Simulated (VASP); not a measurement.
An input for Quantum ESPRESSO's pw.x (written as the equivalent of a VASP run, and not itself run):

```
&CONTROL
  calculation = 'scf'
  pseudo_dir = './pseudo'
  outdir = './out'
  tprnfor = .true.
  tstress = .true.
/
&SYSTEM
  ibrav = 0
  nat = 12
  ntyp = 2
  ecutwfc = 86
  occupations = 'tetrahedra'
  input_dft = 'pbesol'
/
&ELECTRONS
  conv_thr = 7.3e-09
  electron_maxstep = 100
/
ATOMIC_SPECIES
  Ge 72.630 Ge.upf
  Se 78.971 Se.upf
CELL_PARAMETERS angstrom
     6.6202756    0.0000000   -0.0000000
     0.0000000    6.6202756    0.0000000
    -0.0000000    0.0000000    6.6202756
ATOMIC_POSITIONS crystal
  Ge   0.0000000  0.0000000  1.0000000
  Ge   0.5000000  0.5000000  1.0000000
  Ge   0.0000000  0.5000000  0.5000000
  Ge   0.5000000  0.0000000  0.5000000
  Se   0.3954373  0.3954373  0.3954373
  Se   0.8954373  0.1045627  0.6045627
  Se   0.6045627  0.8954373  0.1045627
  Se   0.1045627  0.6045627  0.8954373
  Se   0.6045627  0.6045627  0.6045627
  Se   0.1045627  0.8954373  0.3954373
  Se   0.3954373  0.1045627  0.8954373
  Se   0.8954373  0.3954373  0.1045627
K_POINTS automatic
  5 5 5 0 0 0
```

Question: Translate this input to VASP (INCAR, KPOINTS, POSCAR, choice of POTCAR).

Answer: Several could match; the one computed here: 
POSCAR:
```
GeSe2
1
    6.6202756471     0.0000000000    -0.0000000000
    0.0000000000     6.6202756471     0.0000000000
   -0.0000000000     0.0000000000     6.6202756471
Ge Se
4 8
Direct
  0.0000000000   0.0000000000   1.0000000000
  0.5000000000   0.5000000000   1.0000000000
  0.0000000000   0.5000000000   0.5000000000
  0.5000000000   0.0000000000   0.5000000000
  0.3954373433   0.3954373433   0.3954373433
  0.8954373433   0.1045626567   0.6045626567
  0.6045626567   0.8954373433   0.1045626567
  0.1045626567   0.6045626567   0.8954373433
  0.6045626567   0.6045626567   0.6045626567
  0.1045626567   0.8954373433   0.3954373433
  0.3954373433   0.1045626567   0.8954373433
  0.8954373433   0.3954373433   0.1045626567
```

### KPOINTS
```
Automatic mesh
0
Gamma
5 5 5
0 0 0
```

### INCAR
```
EDIFF  =  1E-7
LCHARG  =  .TRUE.
ISIF  =  2   # forces and stress, cell fixed
ENCUT  =  400
ALGO  =  Normal   # blocked Davidson
ISMEAR  =  -5   # tetrahedra, Bloechl
LASPH  =  .TRUE.
NELM  =  100
LORBIT  =  11   # lm-projected
GGA  =  PS   # PBEsol
PREC  =  Accurate
SYSTEM  =  GeSe2
NEDOS  =  601   # DOS grid
LREAL  =  .FALSE.   # projection in real space or not
LMAXMIX  =  4
LWAVE  =  .FALSE.
LEFG  =  .TRUE.
```

POTCAR, in this order: Ge_d Se (PBE.64 set). Program: vasp_std.

Limits of the translation: the potentials are each code's own (VASP's PAW set, PseudoDojo norm-conserving files in pw.x), so ENCUT and ecutwfc are chosen apart and not converted; conv_thr bounds pw.x's estimated SCF error, while EDIFF bounds the energy change between steps; the field gradients of LEFG aren't asked of the other code.

The structure was generated: GeSe2 was put into the pyrite type (Pa-3), which need not be its known phase. It was relaxed first, which changed the volume by +24 %.
